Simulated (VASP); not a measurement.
Data:

```xyz
8
Lattice="4.4270 0.0000 0.0000 -2.2135 3.8339 0.0000 0.0000 0.0000 14.9938" Properties=species:S:1:pos:R:3 pbc="T T T"
Ag     0.0000     0.0000     4.8500
Ag     0.0000     0.0000    12.3469
Ag     2.2135     1.2780     6.3944
Ag     0.0000     2.5559    13.8913
I      0.0000     0.0000     0.1745
I      0.0000     0.0000     7.6714
I      2.2135     1.2780     3.5748
I      0.0000     2.5559    11.0717
```

All values below come from PBE GGA, VASP's PBE PAW potentials (set 64) (plane waves; VASP). Numerical set-up: 300 eV cut-off, 4×4×1 Γ-centred mesh, Gaussian smearing of 0.010 eV, potentials Ag I.

Unless said otherwise, spin-orbit coupling is left out, though it shifts the bands of the heavy elements here.

Task: Give the energies of bands 27 to 40 at the high-symmetry points, in eV from the valence-band maximum.

Result: 
| band | Γ | M | K | A | L | H |
|---|---|---|---|---|---|---|
| 27 | -0.99 | -2.12 | -2.64 | -0.63 | -2.12 | -2.60 |
| 28 | -0.46 | -2.05 | -2.58 | -0.63 | -2.12 | -2.60 |
| 29 | -0.46 | -1.92 | -2.58 | -0.41 | -1.76 | -2.56 |
| 30 | -0.33 | -1.79 | -2.55 | -0.41 | -1.76 | -2.56 |
| 31 | -0.33 | -1.69 | -1.56 | -0.41 | -1.60 | -1.42 |
| 32 | -0.17 | -1.50 | -1.36 | -0.41 | -1.60 | -1.42 |
| 33 | -0.17 | -1.14 | -1.36 | -0.07 | -1.14 | -1.33 |
| 34 | -0.17 | -0.99 | -1.09 | -0.07 | -1.14 | -1.33 |
| 35 | 0.00 | -0.47 | -0.74 | -0.07 | -0.33 | -0.69 |
| 36 | 0.00 | -0.20 | -0.74 | -0.07 | -0.33 | -0.69 |
| 37 | 1.57 | 2.77 | 3.66 | 2.20 | 3.13 | 3.72 |
| 38 | 2.87 | 3.09 | 3.98 | 2.20 | 3.13 | 3.72 |
| 39 | 3.22 | 4.04 | 3.98 | 3.35 | 3.79 | 4.04 |
| 40 | 3.37 | 4.09 | 4.32 | 3.35 | 3.79 | 4.04 |

The gap is direct, 1.58 eV, from the valence maximum at Γ to the conduction minimum at Γ.

The structure comes from a computed database's AgI entry; how it stands against other phases isn't given here. The cell was not relaxed at this level.
